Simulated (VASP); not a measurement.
Consider the following.

Space group F-43m (No. 216); a = b = c = 6.420 Å, α = β = γ = 90.00°

```
atom  site  symmetry       x       y       z
----  ----  --------  ------  ------  ------
Mg      4a      -43m  0.0000  0.0000  0.0000
Te      4d      -43m  0.7500  0.7500  0.7500
```
(The calculation used a cell of 2 atoms; values per cell refer to that cell.)

Method: Bethe-Salpeter equation (Tamm-Dancoff) on G0W0 levels and PBE orbitals, VASP's PBE PAW potentials (set 64) (plane waves; VASP). Run with PREC = Normal, 500 eV cut-off, 6×6×6 Γ-centred mesh, Gaussian smearing of 0.010 eV, potentials Mg_sv_GW Te_GW.

The mesh is coarse, so the spectrum and binding energies are not converged. Unless said otherwise, spin-orbit coupling is left out, though it shifts the bands of the heavy elements here.

The BSE takes 3 valence and 4 conduction bands in the Tamm-Dancoff approximation; the smallest direct G0W0 gap on the mesh is 3.89 eV.

Task: Where does the first bright exciton lie on this mesh?

Result: At 3.54 eV. Its distance from the direct gap isn't converged on a mesh this coarse and overstates the binding.

| ħω (eV) | ε₂ |
|---|---|
| 0.00 | 0.00 |
| 0.30 | 0.01 |
| 0.50 | 0.02 |
| 0.80 | 0.03 |
| 1.00 | 0.04 |
| 1.30 | 0.05 |
| 1.50 | 0.06 |
| 1.80 | 0.09 |
| 2.10 | 0.11 |
| 2.30 | 0.14 |
| 2.60 | 0.20 |
| 2.80 | 0.27 |
| 3.10 | 0.48 |
| 3.30 | 0.99 |
| 3.60 | 3.76 |
| 3.80 | 1.49 |
| 4.10 | 2.77 |
| 4.40 | 23.9 |
| 4.60 | 12.9 |
| 4.90 | 9.19 |
| 5.10 | 16.0 |
| 5.40 | 12.1 |
| 5.60 | 7.88 |
| 5.90 | 3.99 |
| 6.20 | 3.57 |
| 6.40 | 3.48 |
| 6.70 | 6.92 |
| 6.90 | 9.25 |
| 7.20 | 7.31 |
| 7.40 | 4.94 |
| 7.70 | 4.25 |
| 7.90 | 2.69 |
| 8.20 | 2.31 |
| 8.50 | 2.92 |
| 8.70 | 1.11 |
| 9.00 | 0.70 |
| 9.20 | 1.54 |
| 9.50 | 1.35 |
| 9.70 | 0.99 |
| 10.00 | 0.63 |

The compound is MgTe in the zinc blende structure, whereas wurtzite is the usual form. The cell was not relaxed at this level.
